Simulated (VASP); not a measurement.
An input for Quantum ESPRESSO's pw.x (written as the equivalent of a VASP run, and not itself run):

```
&CONTROL
  calculation = 'scf'
  pseudo_dir = './pseudo'
  outdir = './out'
  tprnfor = .true.
  tstress = .true.
/
&SYSTEM
  ibrav = 0
  nat = 1
  ntyp = 1
  ecutwfc = 50
  occupations = 'smearing'
  smearing = 'methfessel-paxton'
  degauss = 0.00735
  input_dft = 'vdw-df-obk8'
/
&ELECTRONS
  conv_thr = 7.3e-09
  electron_maxstep = 100
/
ATOMIC_SPECIES
  Cs 132.905 Cs.upf
CELL_PARAMETERS angstrom
    -2.9145641    2.9145641    2.9145641
     2.9145641   -2.9145641    2.9145641
     2.9145641    2.9145641   -2.9145641
ATOMIC_POSITIONS crystal
  Cs   0.0000000  0.0000000  0.0000000
K_POINTS automatic
  9 9 9 0 0 0
```

Q: Write the VASP files for the same calculation (optB88-vdW).

A: This is not unique; one that fits is 
POSCAR:
```
Cs
1
   -2.9145640703     2.9145640703     2.9145640703
    2.9145640703    -2.9145640703     2.9145640703
    2.9145640703     2.9145640703    -2.9145640703
Cs
1
Direct
  0.0000000000   0.0000000000   0.0000000000
```

**KPOINTS**
```
Regular mesh
0
Gamma
 9 9 9
0 0 0
```

INCAR:
```
# general
SYSTEM   = Cs
PREC     = Accurate
ENCUT    = 520
LREAL    = F
LASPH    = T

# electronic loop
EDIFF    = 1E-7
NELM     = 100
ALGO     = Normal
LMAXMIX  = 4

# smearing
ISMEAR   = 1
SIGMA    = 0.1

# functional
GGA      = BO
LUSE_VDW = T
AGGAC    = 0.0
PARAM1   = 0.1833333333
PARAM2   = 0.22

# ions
ISIF     = 2

# output
LWAVE    = F
LCHARG   = F
```

POTCAR, in this order: Cs_sv (PBE.64 set). Program: vasp_std.

What does not carry over: the potentials are each code's own (VASP's PAW set, PseudoDojo norm-conserving files in pw.x), so ENCUT and ecutwfc are chosen apart and not converted; conv_thr bounds pw.x's estimated SCF error, while EDIFF bounds the energy change between steps.

The compound is Cs in the bcc structure. This cell is one point of a volume scan, at 0.97 of the reference volume.
